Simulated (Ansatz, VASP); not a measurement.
## InH: VASP beside Ansatz

Wanted: the spread between two codes on one cell, functional and k mesh. The cell is generated by rule, not measured, and may not be a known phase. Of the first pair: The two relaxations start from unlike cells of this crystal (the structure described is Ansatz's start), so only their ends are compared.

Program: Ansatz 0.2.0. Level of theory: plane waves, with VASP 6.6.1 beside it; relaxation of cell and atoms at LDA and zone-centre phonons at LDA. Results are calculated unless marked as measured.

## 1. Set-up

Symmetry: Fm-3m, No. 225, cubic system. Conventional cell: a = 5.400 Å, b = 5.400 Å, c = 5.400 Å, α = 90.00°, β = 90.00°, γ = 90.00°. Nearest to In lie 6 H at 2.70 Å. Nearest to H lie 6 In at 2.70 Å. Farther neighbours are not listed.

## 2. VASP: relaxation of cell and atoms, LDA

The relaxed volume is the usual yardstick between codes: in a stiff, nearly cubic crystal its relative difference is about their pressure difference at one cell divided by the bulk modulus.

Lines of VASP's logs that name or quote its potential files are left out, and so is its time.

The input, INCAR:

```
SYSTEM = InH
PREC = Accurate
ENCUT = 500
EDIFF = 1E-07
NELM = 120
ISMEAR = 0
SIGMA = 0.1
LREAL = .FALSE.
ALGO = Normal
GGA = CA
NBANDS = 13
LORBIT = 11
LWAVE = .FALSE.
LCHARG = .FALSE.
ISIF = 3
IBRION = 2
NSW = 80
EDIFFG = -0.005
LASPH = .TRUE.
GGA_COMPAT = .FALSE.
NELMIN = 4
KPAR = 2
```

The input, POSCAR:

```
InH
1.0
    0.0000000000      2.4188436352      2.4188436352
    2.4188436352      0.0000000000      2.4188436352
    2.4188436352      2.4188436352      0.0000000000
In H
1 1
Direct
    0.0000000000      0.0000000000      0.0000000000
    0.5000000000      0.5000000000      0.5000000000
```

The input, KPOINTS:

```
Automatic mesh
0
Gamma
12 12 12
0 0 0
```

Potentials, in the order of the species: In_d and H (LDA family, release 64).

Run with:

```bash
$ mpirun -np 2 vasp_std
```

Numbers of over 12 decimals in the logs are rounded to 6 here.

Log:

```text
[banner, memory and clock lines left out]
running    2 mpi-ranks, on    1 nodes
 distrk:  each k-point on    1 cores,    2 groups
 distr:  one band on    1 cores,    1 groups

 POSCAR found type information on POSCAR InH
 POSCAR found :  2 types and       2 ions
 LDA part: xc-table for (Slater(with rela. corr.)+CA(PZ))
 , standard interpolation
 POSCAR, INCAR and KPOINTS ok, starting setup
 FFT: planning ... GRIDC
 FFT: planning ... GRID_SOFT
 FFT: planning ... GRID
 WAVECAR not read
 entering main loop
       N       E                     dE             d eps       ncg     rms          rms(c)
DAV:   1     0.799314617785E+02    0.79931E+02   -0.65694E+03  1900   0.136E+03
DAV:   2    -0.192275268178E+01   -0.81854E+02   -0.78576E+02  1977   0.287E+02
DAV:   3    -0.596101712699E+01   -0.40383E+01   -0.40061E+01  2357   0.645E+01
DAV:   4    -0.605314343981E+01   -0.92126E-01   -0.92106E-01  2303   0.962E+00
DAV:   5    -0.605731531612E+01   -0.41719E-02   -0.41717E-02  2702   0.183E+00    0.328E+00
DAV:   6    -0.587619259088E+01    0.18112E+00   -0.21102E-01  2531   0.642E+00    0.165E+00
DAV:   7    -0.584593643487E+01    0.30256E-01   -0.87224E-02  2784   0.249E+00    0.500E-01
DAV:   8    -0.584540025416E+01    0.53618E-03   -0.72196E-03  2322   0.113E+00    0.121E-01
DAV:   9    -0.584532536475E+01    0.74889E-04   -0.15140E-04  2729   0.159E-01    0.809E-02
DAV:  10    -0.584529695313E+01    0.28412E-04   -0.20001E-05  2854   0.425E-02    0.164E-02
DAV:  11    -0.584529654480E+01    0.40834E-06   -0.70786E-07  2358   0.963E-03    0.381E-03
DAV:  12    -0.584529651838E+01    0.26415E-07   -0.20201E-07  2054   0.311E-03
   1 F= -.58452965E+01 E0= -.58439006E+01  d E =-.584530E+01
 curvature:   0.00 expect dE= 0.000E+00 dE for cont linesearch  0.000E+00
 trial: gam= 0.00000 g(F)=  0.246E-61 g(S)=  0.843E-05 ort = 0.000E+00 (trialstep = 0.100E+01)
 search vector abs. value=  0.843E-05
 bond charge predicted
       N       E                     dE             d eps       ncg     rms          rms(c)
DAV:   1    -0.584539718306E+01   -0.10064E-03   -0.20725E-03  2482   0.965E-01    0.592E-02
DAV:   2    -0.584531338043E+01    0.83803E-04   -0.15712E-04  2337   0.286E-01    0.204E-02
DAV:   3    -0.584530235425E+01    0.11026E-04   -0.30940E-05  2690   0.120E-01    0.866E-03
DAV:   4    -0.584530197879E+01    0.37546E-06   -0.98412E-07  2075   0.945E-03    0.473E-03
DAV:   5    -0.584530183588E+01    0.14291E-06   -0.14685E-07  2205   0.281E-03    0.170E-03
DAV:   6    -0.584530183443E+01    0.14497E-08   -0.32255E-08  1101   0.162E-03
   2 F= -.58453018E+01 E0= -.58439066E+01  d E =-.531605E-05
 trial-energy change:   -0.000005  1 .order   -0.000006   -0.000008   -0.000003
 step:   1.4765(harm=  1.4765)  dis= 0.00000  next Energy=    -5.845303 (dE=-0.622E-05)
 reached required accuracy - stopping structural energy minimisation
```

OUTCAR, selected parts (step 2):

```text
ion  position               nearest neighbor table
   1  0.000  0.000  0.000-   2 2.42   2 2.42   2 2.42   2 2.42   2 2.42   2 2.42
   2  0.500  0.500  0.500-   1 2.42   1 2.42   1 2.42   1 2.42   1 2.42   1 2.42

  LATTYP: Found a face centered cubic cell.
 ALAT       =     4.8376872704

 Subroutine GETGRP returns: Found 48 space group operations
 (whereof 48 operations were pure point group operations)

The static configuration has the point symmetry O_h .

 Found     72 irreducible k-points:

   k-points           NKPTS =     72   k-points in BZ     NKDIM =     72   number of bands    NBANDS=     13

   dimension x,y,z NGX =    28 NGY =   28 NGZ =   28
   dimension x,y,z NGXF=    56 NGYF=   56 NGZF=   56

   ENCUT  =  500.0 eV  36.75 Ry    6.06 a.u.   6.24  6.24  6.24*2*pi/ulx,y,z

   NELECT =      14.0000    total number of electrons

 k-points in reciprocal lattice and weights: Automatic mesh
   0.00000000  0.00000000  0.00000000       0.001
   0.08333333  0.00000000  0.00000000       0.005
   0.16666667  0.00000000  0.00000000       0.005
   0.25000000  0.00000000  0.00000000       0.005
   0.33333333  0.00000000  0.00000000       0.005
   0.41666667  0.00000000  0.00000000       0.005
   0.50000000  0.00000000  0.00000000       0.002
   0.08333333  0.08333333  0.00000000       0.003
   0.16666667  0.08333333  0.00000000       0.014
[...]
-0.33333333  0.50000000  0.16666667       0.007
  -0.25000000  0.50000000  0.25000000       0.003

 average (electrostatic) potential at core
       1 -93.5492       2 -29.4537

 E-fermi :   7.1176

 k-point     1 :       0.0000    0.0000    0.0000
  band No.  band energies     occupation
    ...
      2      -7.4440      2.00000
      3      -7.4440      2.00000
      4      -7.3033      2.00000
      5      -7.3033      2.00000
      6      -3.5871      2.00000
      7      11.3522      0.00000
      8      15.8160      0.00000
      9      15.8160      0.00000
     10      15.8160      0.00000
     11      18.2791      0.00000
    ...

 k-point     2 :       0.0833    0.0000    0.0000
  band No.  band energies     occupation
    ...
      2      -7.4340      2.00000
      3      -7.4340      2.00000
      4      -7.3049      2.00000
      5      -7.3049      2.00000
      6      -3.4468      2.00000
      7      10.8217      0.00000
      8      15.1549      0.00000
      9      15.6568      0.00000
     10      15.6568      0.00000
     11      17.9860      0.00000
    ...

 k-point     3 :       0.1667    0.0000    0.0000
  band No.  band energies     occupation
    ...
      2      -7.4152      2.00000
      3      -7.4152      2.00000
      4      -7.3005      2.00000
      5      -7.3005      2.00000
      6      -3.0237      2.00000
      7       9.3869      0.00000
      8      13.9405      0.00000
      9      15.3091      0.00000
     10      15.3091      0.00000
     11      18.4194      0.00000
    ...

  Total       -0.0034831     -0.0034831     -0.0034831     -0.0000000     -0.0000000      0.0000000
  in kB       -0.1973163     -0.1973163     -0.1973163     -0.0000000     -0.0000000      0.0000000
  external PRESSURE =      -0.1973163 kB  Pullay stress =       0.0000000 kB

  energy-cutoff  :      500.00
  volume of cell :       28.28
      direct lattice vectors                 reciprocal lattice vectors
    -0.000000000  2.418213894  2.418213894    -0.206764175  0.206764175  0.206764175
     2.418213894 -0.000000000  2.418213894     0.206764175 -0.206764175  0.206764175
     2.418213894  2.418213894 -0.000000000     0.206764175  0.206764175 -0.206764175

 POSITION                                       TOTAL-FORCE (eV/Angst)
 -----------------------------------------------------------------------------------
     -0.00000      2.41821      2.41821         0.000000     -0.000000     -0.000000
      2.41821      2.41821      2.41821        -0.000000      0.000000      0.000000
 -----------------------------------------------------------------------------------
    total drift:                               -0.000000     -0.000000      0.000000

  FREE ENERGIE OF THE ION-ELECTRON SYSTEM (eV)
  ---------------------------------------------------
  free  energy   TOTEN  =        -5.8453018344 eV

  energy  without entropy=       -5.8425112865  energy(sigma->0) =       -5.84390656

 reached required accuracy - stopping structural energy minimisation

 total charge
# of ion       s       p       d       tot
------------------------------------------
    1        1.041   0.452   9.872  11.364
    2        0.429   0.011   0.000   0.440
--------------------------------------------------
tot          1.469   0.463   9.872  11.804

[... 3 further parts left out ...]
```

## 3. Ansatz: relaxation of cell and atoms, LDA

Ansatz runs on norm-conserving files, of PseudoDojo where its log says so.

Its own start cell and the same functional (in two slightly different forms), mesh and smearing now go to Ansatz, which takes its cutoff from its data sets.

The input, input.yaml:

```yaml
crystal:
  lattice:
    - [0.0, 2.7, 2.7]
    - [2.7, 0.0, 2.7]
    - [2.7, 2.7, 0.0]
  atoms:
    - { symbol: In, position: [0.0, 0.0, 0.0] }
    - { symbol: H, position: [0.5, 0.5, 0.5] }
kpoints:
  mp_grid: { grid: [12, 12, 12] }
hamiltonian:
  xc: lda
  pseudopotentials: { kind: nc, accuracy: standard }
scf:
  occupations: { method: gaussian, width: 0.1 }
output:
  forces: true
  stress: true
  eigenvalues: true
relax:
  adjacent_minimum: "off"
  f_tol: 0.003
  max_steps: 80
  cell: { stress_tol: 0.03 }
```

Run with:

```bash
$ ansatz run input.yaml --threads 2 --pin off --max-ram 4096MiB --backend cpu --events-out ev --progress --plain --runs-dir out
```

Log:

```text
Engine: ansatz 0.2.0, aarch64-unknown-linux-gnu
Pseudopotentials: kind: nc
Pseudopotential: In, nc, valence charge 13, recommended cutoff 952.398519 eV (normal), In.nc.azcp (PseudoDojo's, or run here from an input of PseudoDojo's; its table is named by hamiltonian.pseudopotentials.accuracy)
Pseudopotential: H, nc, valence charge 1, recommended cutoff 1006.821291 eV (normal), H.nc.azcp (PseudoDojo's, or run here from an input of PseudoDojo's; its table is named by hamiltonian.pseudopotentials.accuracy)
Functional definition: SPW92
  exchange = slater_x
  correlation = pw_c
Crystal: 2 atoms, lattice volume = 39.366 Å³
Basis set: ecut = 1006.821291 eV, 2837 PW (Γ)
Bands: 11, of which v1, the nominal top of the filled ones, is band 7 counted from 1 (6 counted from 0)
Symmetry: 48 space group operations
Space group: Fm-3m (ITA 225), of the structure as read, at distance tolerance 3.4e-5 Å
k-points: 72 of 1728
Non-local potential: In, projectors of the file, l = 0: 2, l = 1: 2, l = 2: 2
Non-local potential: H, projectors of the file, l = 0: 2, l = 1: 1
Initial density: superposition of atomic densities (chi_scale 0.1, normalization cell), built separately for each of the 2 bonded fragments (scf.initial_density.interfragment_charge_transfer: auto; true builds it for the cell as a whole; a typed value also counts as a typed key of the start: scf.initial_density.chi_scale says what that changes, if anything)
Initial wavefunctions: pseudopotential atomic-orbital guess
Functional: x = slater, c = lda
SCF iter   1: F=—  HF=-1817.380835 eV  |F-HF|=—  |Δ(HF+E_count)|=         —  Δρ=3.47e-2  dr2=7.61e-1  ethr=3.10e-3  ⟨swp⟩=5.8  Hψ=4982  notcnv=0
preconditioner: auto → none  [insulator: Δε(μ)=0.109 eV  Ē_g=15.803 eV  σ=0.100 eV  W_gap=0.56  n_scr=8 (ndim 8)  ℏωp=22.1 eV  f_vac=0.000  D(μ)=0.47/eV (n_scr^D=0)  ε∞_Penn≈3.0]
SCF iter   2: F=—  HF=-1817.140947 eV  |F-HF|=—  |Δ(HF+E_count)|=   2.40e-1  Δρ=7.27e-3  dr2=1.14e-2  ethr=3.10e-3  ⟨swp⟩=2.6  Hψ=1728  notcnv=0  defer=8
SCF iter   3: F=—  HF=-1817.139627 eV  |F-HF|=—  |Δ(HF+E_count)|=   1.32e-3  Δρ=2.78e-3  dr2=1.58e-3  ethr=8.13e-5  ⟨swp⟩=1.5  Hψ=927  notcnv=0  defer=9
SCF iter   4: F=—  HF=-1817.139768 eV  |F-HF|=—  |Δ(HF+E_count)|=   1.41e-4  Δρ=7.61e-4  dr2=1.11e-4  ethr=1.13e-5  ⟨swp⟩=2.8  Hψ=1299  notcnv=0  defer=9
SCF iter   5: F=—  HF=-1817.139762 eV  |F-HF|=—  |Δ(HF+E_count)|=   6.50e-6  Δρ=6.05e-4  dr2=6.99e-5  ethr=7.91e-7  ⟨swp⟩=2.0  Hψ=1047  notcnv=0  defer=9
SCF iter   6: F=—  HF=-1817.139731 eV  |F-HF|=—  |Δ(HF+E_count)|=   3.07e-5  Δρ=1.78e-4  dr2=5.73e-6  ethr=4.99e-7  ⟨swp⟩=2.0  Hψ=1138  notcnv=0  defer=9
SCF iter   7: F=-1817.139729 eV  HF=-1817.139729 eV  |F-HF|=4.92e-8  |Δ(HF+E_count)|=   2.07e-6  Δρ=1.50e-5  dr2=5.97e-8  ethr=7.14e-10  ⟨swp⟩=9.6  Hψ=5904  notcnv=0
SCF 1 converged in 7 iterations: F = -1817.139729 eV  dr2 = 5.97e-8
relax step   1: F+E_penalty+E_count = -1817.13972909 eV  Δ(F+E_penalty+E_count) = +0.000e0 eV  max|allowed force component| = 5.259e-31 eV/Å  Δτ_max = 0.0000 Å  P = -6.910 GPa  Ω = 39.366 Å³  (7 SCF iters, dr2 threshold 1.00e-7 eV, accepted)
[...]
relax step   2: F+E_penalty+E_count = -1817.35932097 eV  Δ(F+E_penalty+E_count) = -2.196e-1 eV  max|allowed force component| = 5.095e-31 eV/Å  Δτ_max = 0.0000 Å  P = -5.389 GPa  Ω = 33.885 Å³  energy of the carried Pulay correction = +4.123e-4 eV  (4 SCF iters, dr2 threshold 2.00e-7 eV, accepted)
[...]
relax step   3: F+E_penalty+E_count = -1817.47267482 eV  Δ(F+E_penalty+E_count) = -1.134e-1 eV  max|allowed force component| = 2.794e-31 eV/Å  Δτ_max = 0.0000 Å  P = -1.109 GPa  Ω = 28.938 Å³  energy of the carried Pulay correction = +8.415e-4 eV  (5 SCF iters, dr2 threshold 2.00e-7 eV, accepted)
[...]
relax step   4: F+E_penalty+E_count = -1817.47464721 eV  Δ(F+E_penalty+E_count) = -1.972e-3 eV  max|allowed force component| = 1.676e-30 eV/Å  Δτ_max = 0.0000 Å  P = +0.530 GPa  Ω = 27.997 Å³  energy of the carried Pulay correction = +9.303e-4 eV  (4 SCF iters, dr2 threshold 2.00e-7 eV, accepted)
[...]
relax step   5: F+E_penalty+E_count = -1817.47508037 eV  Δ(F+E_penalty+E_count) = -4.332e-4 eV  max|allowed force component| = 3.616e-31 eV/Å  Δτ_max = 0.0000 Å  P = +0.021 GPa  Ω = 28.267 Å³  energy of the carried Pulay correction = +9.045e-4 eV  (3 SCF iters, dr2 threshold 2.00e-7 eV, accepted)
[...]
relax step   6: F+E_penalty+E_count = -1817.47459818 eV  Δ(F+E_penalty+E_count) = +4.822e-4 eV  max|allowed force component| = 3.123e-31 eV/Å  Δτ_max = 0.0000 Å  P = +0.009 GPa  Ω = 28.267 Å³  stress off target by 8.68e-3 GPa  SCF on the basis re-selected at this cell (its energy is not comparable with the rows above)  (4 SCF iters)
basis re-selected at this cell: Δ(F+E_penalty+E_count) = +4.822e-4 eV, ΔP = -0.012 GPa vs the last step (what re-selecting the basis moved, of the pressure what is left beyond the Pulay correction that the steps carried, after the strain that the cell walked since its last selection, with what the two solves' SCF thresholds leave and, on support functions, any second-order correction that the steps lacked; it is no measure of the basis error at this ecutwfc). The dense FFT grid was sized anew with the basis: this SCF ran on 36×36×36 points, the steps before it on 40×40×40, so part of this shift can come from that change (see relax.cell in the input reference). [rest of the remark cut]
SCF converged after 4 iterations
Free energy (F): -1817.474598 eV
Harris-Foulkes:  -1817.474598 eV  (|F-HF|=9.09e-13)
Internal energy: -1817.471735 eV  (E = F + TS)
E sigma→0 (E₀):  -1817.473167 eV
Entropy (-TS):   -0.002863 eV (-1.432 meV/atom)
Fermi energy:    9.935861 eV
--- Per-component energies (eV) ---
  E_band       = -23.101161
  E_kinetic    = 1148.167286
  E_local      = -1185.523808  (includes V_loc(G=0)·N_el)
  E_nonlocal   = -403.537337
  E_hartree    = 371.832975
  E_xc         = -545.708518
  E_vxc        = -325.873230  (∫ρ·V_xc dr)
  E_ewald      = -1202.702333
  E_smearing   = -0.002863  (= −TS)
  E_closure    = 0.000000  (closes the sum)
  Σ components = -1817.474598   (vs F -1817.474598, Δ=0.00e0)
--- Forces (eV/Å), atoms counted from 1 ---
  atom   1  In     0.00000000     0.00000000    -0.00000000
  atom   2  H      0.00000000    -0.00000000     0.00000000
  max |Σ_I F_I| component: 9.86e-31 eV/Å
--- Stress (GPa, compression-positive) ---
        0.008681       0.000000       0.000000
        0.000000       0.008681       0.000000
        0.000000       0.000000       0.008681
  P = ⅓ Tr σ = 0.0087 GPa (0.087 kbar)
--- Band table (eV; the first three rows and the last of 72) ---
  k-point 0: bands = [... 3 lower, -4.4784, -4.4784, -0.7764, 14.1591, 18.6560, 18.6560, 18.6560, 21.3229]
  k-point 1: bands = [... 3 lower, -4.4800, -4.4800, -0.6362, 13.6350, 17.9838, 18.4916, 18.4916, 20.9720]
  k-point 2: bands = [... 3 lower, -4.4757, -4.4757, -0.2132, 12.2061, 16.7737, 18.1360, 18.1360, 21.3631]
  k-point 71: bands = [... 3 lower, -4.4432, -4.3076, 6.2626, 7.5575, 9.2555, 9.2555, 18.1278, 23.0688]
--- Relaxed structure (5 steps of the walk, 5 accepted, 1 SCFs on fresh bases) ---
  F+E_penalty+E_count = -1817.47459818 eV   max|allowed force component| = 3.123e-31 eV/Å   (the final SCF, on the basis selected at the relaxed cell)
  cell:  # Å, volume = 28.2668 Å³
    - [0, 2.417774, 2.417774]
    - [2.417774, 0, 2.417774]
    - [2.417774, 2.417774, 0]
  atoms:
    - { symbol: In, position: [0, 0, 0] }
    - { symbol: H, position: [0.5, 0.5, 0.5] }
```

## 4. Comparison

Known differences besides the potentials themselves: the two LDA forms differ slightly; the cutoff is 1006.82 eV in Ansatz and 500 eV in VASP; VASP's log shows a relativistic correction to its local exchange, Ansatz's none; Ansatz adds a Pulay correction to the stress that steers its cell, VASP none. Total energies have different zeros and are not compared.

Compared:

| quantity | Ansatz | VASP | difference |
| --- | --- | --- | --- |
| volume (Å³) | 28.27 | 28.28 | -0.05 % |
| edge a after relaxation, in the typed setting (Å) | 3.419 | 3.420 | -0.02 % |

(Part 1 of 2 ends here.)

[Lines on the potential files, build, host, timing and source positions are cut from VASP's logs without a mark.]

[Logs are printed without paths, hosts, clocks, repeated set-up lines and the standing remarks that a program may print on its own settings, such as how far it seeks lower states.]

[Hosts, paths, dates, database ids (printed as entryN), source tags and the programs' standing remarks are cut or masked in the printed files.]
